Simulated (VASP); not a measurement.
Output of a VASP run:

**OUTCAR**
```
 ion  position               nearest neighbor table
   1  0.499  0.001  0.000-  54 2.49  46 2.49  62 2.51  33 2.51
   2  0.750  0.250  0.999-  55 2.49  44 2.49  34 2.49  33 2.50
   3  0.750  0.999  0.250-  49 2.49  39 2.49  35 2.49  33 2.50
   4  0.000  1.000  0.999-  63 2.49  36 2.50  44 2.50  39 2.50
   5  0.251  0.249  0.000-  54 2.48  36 2.49  60 2.51  37 2.51
   6  0.500  0.500  0.999-  55 2.48  61 2.49  38 2.49  37 2.49
   7  0.751  0.750  0.001-  39 2.48  56 2.49  62 2.51  38 2.51
   8  0.251  0.001  0.249-  46 2.49  36 2.49  57 2.51  40 2.51
   9  0.497  0.247  0.248-  33 2.48  40 2.48  37 2.48
  10  0.752  0.502  0.249-  41 2.48  34 2.48  38 2.49
  11  0.500  0.999  0.501-  49 2.49  59 2.49  42 2.49  40 2.50
  12  0.751  0.250  0.501-  43 2.49  35 2.49  42 2.49
  13  0.751  0.001  0.750-  44 2.48  53 2.49  62 2.51  42 2.51
  14  1.000  0.501  0.001-  45 2.48  56 2.49  60 2.51  34 2.51
  15  0.250  0.750  1.000-  63 2.49  61 2.50  45 2.50  46 2.50
  16  0.001  0.250  0.250-  47 2.49  36 2.49  35 2.49  34 2.50
  17  0.249  0.500  0.250-  47 2.49  45 2.49  48 2.49  37 2.49
  18  0.500  0.752  0.250-  49 2.49  46 2.49  38 2.49  48 2.50
  19  1.000  0.001  0.501-  50 2.48  53 2.49  57 2.51  35 2.51
  20  0.249  0.250  0.500-  47 2.49  50 2.49  51 2.49  40 2.49
  21  0.497  0.503  0.503-  51 2.48  52 2.48  48 2.48
  22  0.750  0.752  0.500-  53 2.49  49 2.49  41 2.49  52 2.50
  23  0.250  1.000  0.751-  63 2.49  54 2.49  59 2.50  50 2.50
  24  0.501  0.250  0.751-  55 2.48  54 2.49  42 2.49  51 2.50
  25  0.750  0.500  0.751-  56 2.49  55 2.49  43 2.49  52 2.50
  26  1.000  0.749  0.249-  45 2.49  39 2.49  57 2.51  41 2.51
  27  0.002  0.500  0.501-  58 2.49  47 2.49  43 2.49  41 2.50
  28  0.251  0.750  0.501-  59 2.48  58 2.49  57 2.51  48 2.51
  29  0.999  0.249  0.750-  44 2.49  50 2.49  60 2.51  43 2.51
  30  0.251  0.501  0.750-  61 2.48  58 2.49  60 2.51  51 2.51
  31  0.499  0.750  0.750-  61 2.49  59 2.49  62 2.51  52 2.51
  32  0.000  0.751  0.751-  63 2.48  58 2.50  56 2.50  53 2.50
  33  0.626  0.126  0.126-   9 2.48   2 2.50   3 2.50   1 2.51
  34  0.874  0.374  0.126-  10 2.48   2 2.49  16 2.50  14 2.51
  35  0.874  0.126  0.373-  12 2.49   3 2.49  16 2.49  19 2.51
  36  0.125  0.125  0.125-   5 2.49  16 2.49   8 2.49   4 2.50
  37  0.376  0.376  0.126-   9 2.48  17 2.49   6 2.49   5 2.51
  38  0.624  0.624  0.126-  10 2.49   6 2.49  18 2.49   7 2.51
  39  0.875  0.875  0.125-   7 2.48  26 2.49   3 2.49   4 2.50
  40  0.375  0.125  0.377-   9 2.48  20 2.49  11 2.50   8 2.51
  41  0.875  0.625  0.377-  10 2.48  22 2.49  27 2.50  26 2.51
  42  0.624  0.126  0.624-  11 2.49  12 2.49  24 2.49  13 2.51
  43  0.875  0.376  0.624-  12 2.49  25 2.49  27 2.49  29 2.51
  44  0.875  0.125  0.875-  13 2.48  29 2.49   2 2.49   4 2.50
  45  0.125  0.625  0.125-  14 2.48  26 2.49  17 2.49  15 2.50
  46  0.375  0.875  0.125-   8 2.49   1 2.49  18 2.49  15 2.50
  47  0.125  0.375  0.375-  16 2.49  17 2.49  20 2.49  27 2.49
  48  0.375  0.625  0.373-  21 2.48  17 2.49  18 2.50  28 2.51
  49  0.625  0.875  0.375-  18 2.49  11 2.49   3 2.49  22 2.49
  50  0.125  0.125  0.625-  19 2.48  29 2.49  20 2.49  23 2.50
  51  0.376  0.374  0.625-  21 2.48  20 2.49  24 2.50  30 2.51
  52  0.626  0.625  0.625-  21 2.48  22 2.50  25 2.50  31 2.51
  53  0.875  0.876  0.625-  22 2.49  13 2.49  19 2.49  32 2.50
  54  0.375  0.125  0.875-   5 2.48   1 2.49  24 2.49  23 2.49
  55  0.625  0.375  0.875-  24 2.48   6 2.48   2 2.49  25 2.49
  56  0.875  0.625  0.875-  25 2.49   7 2.49  14 2.49  32 2.50
  57  0.125  0.875  0.375-  26 2.51   8 2.51  19 2.51  28 2.51
  58  0.125  0.625  0.625-  27 2.49  30 2.49  28 2.49  32 2.50
  59  0.375  0.875  0.625-  28 2.48  31 2.49  11 2.49  23 2.50
  60  0.125  0.375  0.875-  29 2.51  30 2.51  14 2.51   5 2.51
  61  0.375  0.625  0.875-  30 2.48  31 2.49   6 2.49  15 2.50
  62  0.625  0.875  0.875-  31 2.51   1 2.51   7 2.51  13 2.51
  63  0.125  0.875  0.875-  32 2.48   4 2.49  23 2.49  15 2.49
 Subroutine IBZKPT returns following result:
 Found      1 irreducible k-points:

 Following reciprocal coordinates:
            Coordinates               Weight
  0.000000  0.000000  0.000000      1.000000
 Subroutine IBZKPT_HF returns following result:
   k-points           NKPTS =      1   k-points in BZ     NKDIM =      1   number of bands    NBANDS=    158
   number of dos      NEDOS =    301   number of ions     NIONS =     63
   total plane-waves  NPLWV = 175616
   dimension x,y,z NGX =    56 NGY =   56 NGZ =   56
   dimension x,y,z NGXF=   112 NGYF=  112 NGZF=  112
   ions per type =              32  31
   PREC   = normal    normal or accurate (medium, high low for compatibility)
   ISTART =      1    job   : 0-new  1-cont  2-samecut
   ICHARG =      0    charge: 1-file 2-atom 10-const
...
```

### OSZICAR
```
       N       E                     dE             d eps       ncg     rms          rms(c)
DAV:   1    -0.302188338976E+03   -0.30219E+03   -0.21540E+01   632   0.126E+01    0.133E+01
DAV:   2    -0.302329427065E+03   -0.14109E+00   -0.53761E-01   676   0.114E+00    0.883E+00
DAV:   3    -0.302303642815E+03    0.25784E-01   -0.46836E-02   692   0.386E-01    0.519E+00
DAV:   4    -0.302302966305E+03    0.67651E-03   -0.35846E-02   698   0.330E-01    0.294E+00
DAV:   5    -0.302301012707E+03    0.19536E-02   -0.18850E-02   698   0.230E-01    0.163E+00
DAV:   6    -0.302299071603E+03    0.19411E-02   -0.53119E-03   692   0.120E-01    0.912E-01
DAV:   7    -0.302298353327E+03    0.71828E-03   -0.11641E-03   692   0.551E-02    0.510E-01
DAV:   8    -0.302298135731E+03    0.21760E-03   -0.40554E-04   692   0.316E-02    0.281E-01
DAV:   9    -0.302298101949E+03    0.33782E-04   -0.18662E-04   698   0.192E-02    0.153E-01
DAV:  10    -0.302298114285E+03   -0.12336E-04   -0.10228E-04   556   0.123E-02    0.863E-02
DAV:  11    -0.302298133446E+03   -0.19161E-04   -0.78764E-05   524   0.103E-02    0.467E-02
DAV:  12    -0.302298151036E+03   -0.17590E-04   -0.60885E-05   444   0.798E-03    0.261E-02
DAV:  13    -0.302298165252E+03   -0.14215E-04   -0.47790E-05   436   0.612E-03    0.157E-02
DAV:  14    -0.302298176072E+03   -0.10821E-04   -0.37668E-05   410   0.474E-03    0.112E-02
DAV:  15    -0.302298184315E+03   -0.82427E-05   -0.31298E-05   394   0.409E-03
   1 F= -.30229818E+03 E0= -.30229771E+03  d E =-.939105E-03  mag=     3.0000
```

File OUTCAR:
```
------------------------ aborting loop because EDIFF is reached ----------------------------------------
  volume of cell :     1529.70
      direct lattice vectors                 reciprocal lattice vectors
    11.522210421  0.000000000  0.000000000     0.086788903  0.000000000  0.000000000
     0.000000000 11.522210421  0.000000000     0.000000000  0.086788903  0.000000000
     0.000000000  0.000000000 11.522210421     0.000000000  0.000000000  0.086788903
  FREE ENERGIE OF THE ION-ELECTRON SYSTEM (eV)
  ---------------------------------------------------
  free  energy   TOTEN  =      -302.2981843152 eV

  energy  without entropy=     -302.2972452106  energy(sigma->0) =     -302.29771476

  exchange ACFDT corr.  =         0.00000000  see jH, gK, PRB 81, 115126

 total charge

# of ion       s       p       d       tot
------------------------------------------
    1        1.106   1.162   0.131   2.399
    2        1.122   1.171   0.133   2.427
    3        1.108   1.177   0.134   2.419
    4        1.104   1.172   0.134   2.410
    5        1.120   1.157   0.132   2.408
    6        1.105   1.179   0.135   2.419
    7        1.117   1.157   0.132   2.406
    8        1.108   1.160   0.131   2.399
    9        1.146   1.004   0.100   2.250
   10        1.155   0.995   0.099   2.249
   11        1.105   1.179   0.135   2.419
   12        1.201   0.971   0.098   2.270
   13        1.101   1.169   0.133   2.403
   14        1.106   1.164   0.131   2.401
   15        1.120   1.166   0.133   2.419
   16        1.104   1.180   0.135   2.419
   17        1.107   1.177   0.135   2.419
   18        1.104   1.178   0.135   2.417
   19        1.100   1.169   0.132   2.400
   20        1.122   1.171   0.133   2.427
   21        1.149   1.002   0.099   2.251
   22        1.123   1.169   0.133   2.425
   23        1.107   1.171   0.134   2.412
   24        1.104   1.181   0.135   2.420
   25        1.108   1.178   0.135   2.420
   26        1.105   1.164   0.131   2.400
   27        1.105   1.179   0.135   2.419
   28        1.118   1.156   0.132   2.406
   29        1.100   1.170   0.132   2.402
   30        1.109   1.161   0.131   2.401
   31        1.105   1.163   0.131   2.399
   32        1.103   1.172   0.134   2.409
   33        1.232   1.591   0.026   2.849
   34        1.235   1.589   0.026   2.851
   35        1.234   1.595   0.026   2.855
   36        1.225   1.610   0.026   2.861
   37        1.230   1.598   0.026   2.853
   38        1.226   1.602   0.026   2.853
   39        1.228   1.609   0.026   2.863
   40        1.233   1.591   0.026   2.850
   41        1.234   1.589   0.026   2.850
   42        1.231   1.598   0.026   2.855
   43        1.236   1.592   0.026   2.854
   44        1.227   1.609   0.026   2.863
   45        1.226   1.610   0.026   2.863
   46        1.229   1.608   0.026   2.863
   47        1.231   1.608   0.026   2.865
   48        1.228   1.599   0.026   2.853
   49        1.231   1.607   0.026   2.864
   50        1.226   1.610   0.026   2.862
   51        1.235   1.590   0.026   2.851
   52        1.232   1.590   0.026   2.848
...
```
(Selected blocks of OUTCAR.)

**POSCAR**
```
Ga32As31
1
   11.5222104212     0.0000000000     0.0000000000
    0.0000000000    11.5222104212     0.0000000000
    0.0000000000     0.0000000000    11.5222104212
Ga As
32 31
Direct
  0.4989500539   0.0006732893   0.0004023112
  0.7499732743   0.2504989402   0.9991701146
  0.7503946255   0.9986838737   0.2502173862
  0.0003914386   0.9997088595   0.9994937440
  0.2508396594   0.2488726171   0.0003652137
  0.5004304810   0.4996931840   0.9990155352
  0.7512388460   0.7496257380   0.0005919735
  0.2505337975   0.0006766956   0.2490023261
  0.4973165154   0.2469674675   0.2476847952
  0.7520867243   0.5022227266   0.2485606286
  0.5003909690   0.9989152928   0.5006809455
  0.7514272972   0.2495873382   0.5005086934
  0.7511047396   0.0013126266   0.7495829636
  0.9995767499   0.5010323776   0.0007597184
  0.2496016762   0.7502782092   0.9995957136
  0.0014412707   0.2499411104   0.2498707109
  0.2487316634   0.4998732879   0.2500795673
  0.5001993364   0.7515357897   0.2498576182
  0.9995582850   0.0009699060   0.5011746982
  0.2486849795   0.2502303951   0.5002977404
  0.4970422827   0.5030189480   0.5030424456
  0.7504636864   0.7516878473   0.5003510837
  0.2497559871   0.9996900453   0.7506269146
  0.5005785219   0.2499802783   0.7512507484
  0.7503839457   0.4999102525   0.7513100262
  0.9996177000   0.7494080023   0.2488410048
  0.0015305227   0.5003092728   0.5005651234
  0.2508106033   0.7498824566   0.5012866123
  0.9994136639   0.2488470846   0.7497405479
  0.2506258796   0.5012390043   0.7500299592
  0.4988721695   0.7495215044   0.7500339650
  0.0004942725   0.7505532753   0.7505973234
  0.6263566282   0.1255278376   0.1257349602
  0.8743880074   0.3739189312   0.1258565764
  0.8744872590   0.1257965777   0.3733716021
  0.1251790432   0.1249553570   0.1246501137
  0.3756862494   0.3761941843   0.1257629672
  0.6236060157   0.6244524164   0.1256674635
  0.8752055553   0.8748893510   0.1248517469
  0.3754714988   0.1254784084   0.3768945490
  0.8746372947   0.6246731929   0.3766470786
  0.6240074415   0.1261405451   0.6240712943
  0.8745707050   0.3764089869   0.6244158240
  0.8748980413   0.1251844207   0.8751838376
  0.1248523252   0.6250373857   0.1248686864
  0.3747617921   0.8752886877   0.1247426827
  0.1248071604   0.3750461766   0.3750829807
  0.3754355654   0.6246683886   0.3733453139
  0.6249197780   0.8751155206   0.3751246752
  0.1248324743   0.1250061049   0.6253397182
  0.3755451474   0.3736784151   0.6246816797
  0.6264234901   0.6246386279   0.6246201420
  0.8751642683   0.8756049123   0.6254100824
  0.3750651893   0.1250364016   0.8749163090
  0.6250540906   0.3750300803   0.8749063554
  0.8751422255   0.6250675351   0.8752010319
  0.1248781714   0.8751076922   0.3750277883
  0.1253562439   0.6253134732   0.6253251726
  0.3750334275   0.8749604722   0.6254088660
  0.1249508339   0.3749270145   0.8750967500
  0.3750168612   0.6249340868   0.8752208115
  0.6251354871   0.8752490671   0.8749684274
  0.1249521108   0.8750620519   0.8750203607
```

**Question.** Reconstruct the remaining input files.

**Answer.** This is not unique; one that fits is the input of the run itself, HSE06 screened hybrid, plane waves, VASP's PBE PAW potentials (set 64).

### INCAR
```
# general
SYSTEM   = Ga32As31
PREC     = Normal
ENCUT    = 400
LREAL    = Auto
LASPH    = .TRUE.
ISYM     = 0

# electronic loop
EDIFF    = 1E-5
NELM     = 50
NELMIN   = 4
ALGO     = Normal
LMAXMIX  = 4

# smearing
ISMEAR   = 0
SIGMA    = 0.05

# functional
GGA      = PE
LHFCALC  = .TRUE.
AEXX     = 0.25
HFSCREEN = 0.2
PRECFOCK = Fast

# spin
ISPIN    = 2
MAGMOM   = 63*0.0476
NUPDOWN  = 3

# ions
ISIF     = 0

# output
LWAVE    = .FALSE.
LCHARG   = .FALSE.
LORBIT   = 10
```

KPOINTS:
```
Automatic mesh
0
Gamma
1 1 1
0 0 0
```

POTCAR, in this order: Ga As (PBE.64 set). Program: vasp_gam. Read from the step before: WAVECAR.

The supercell is sampled at Γ alone, which is coarse: total energies, pressure and levels can be off, energies of defects by several tenths of an eV.

The cell is a supercell with a defect, built from GaAs (zinc blende): vac_As. The cell's shape comes from a PBE relaxation.
